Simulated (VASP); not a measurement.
VASP input:

### INCAR
```
SYSTEM = HfB
PREC = Accurate
ENCUT = 520
EDIFF = 1E-6
NELM = 100
ALGO = Normal
LREAL = .FALSE.
LASPH = .TRUE.
ISMEAR = 1
SIGMA = 0.1
GGA = PE
LMAXMIX = 6
LWAVE = .FALSE.
LCHARG = .FALSE.
ISIF = 2
```

**KPOINTS**
```
Automatic mesh
0
Gamma
9 9 9
0 0 0
```

**POSCAR**
```
HfB
1
    3.1695101868     0.0000000000     0.0000000000
    0.0000000000     3.1695186567     0.0000000000
    0.0000000000     0.0000000000     3.1695746391
Hf B
1 1
Direct
  0.0000000000   0.0000000000   0.0000000000
  0.5000000000   0.5000000000   0.5000000000
```

POTCAR, in this order: Hf_pv B (PBE.64 set). Program: vasp_std.

Q: One choice in this input is risky. Which, and does it do harm here?

A: The risk: the lattice vectors carry noise near SYMPREC. Here it does no harm: the run (PBE GGA, plane waves, VASP's PBE PAW potentials (set 64)) converges to the same energy and pressure as with the safe setting.
### OSZICAR
```
       N       E                     dE             d eps       ncg     rms          rms(c)
DAV:   1     0.148075756862E+02    0.14808E+02   -0.69548E+03  1500   0.114E+03
DAV:   2    -0.166324189420E+02   -0.31440E+02   -0.30399E+02  2038   0.181E+02
DAV:   3    -0.176499731943E+02   -0.10176E+01   -0.98863E+00  1984   0.241E+01
DAV:   4    -0.176611038776E+02   -0.11131E-01   -0.11012E-01  1830   0.232E+00
DAV:   5    -0.176613326112E+02   -0.22873E-03   -0.22846E-03  1882   0.241E-01    0.369E+01
DAV:   6    -0.160278000007E+02    0.16335E+01   -0.10447E+01  1626   0.148E+01    0.282E+01
DAV:   7    -0.159604439865E+02    0.67356E-01   -0.39090E-01  1824   0.460E+00    0.149E+01
DAV:   8    -0.159534945160E+02    0.69495E-02   -0.48224E-02  1792   0.186E+00    0.953E-01
DAV:   9    -0.159502174262E+02    0.32771E-02   -0.20734E-02  1900   0.662E-01    0.513E-01
DAV:  10    -0.159501978548E+02    0.19571E-04   -0.48050E-04  1710   0.207E-01    0.513E-02
DAV:  11    -0.159500954801E+02    0.10237E-03   -0.61549E-04  1710   0.118E-01    0.268E-02
DAV:  12    -0.159500969086E+02   -0.14285E-05   -0.12353E-05  1736   0.274E-02    0.222E-02
DAV:  13    -0.159500943855E+02    0.25231E-05   -0.11274E-05  1714   0.179E-02    0.382E-03
DAV:  14    -0.159500943511E+02    0.34408E-07   -0.17563E-07   872   0.416E-03
   1 F= -.15950094E+02 E0= -.15950602E+02  d E =0.152293E-02
```

The structure was generated: HfB was put into the CsCl type (Pm-3m), which need not be its known phase. The cell was not relaxed at this level. The electron count is odd and the run is not spin-polarised, which forces a metal.
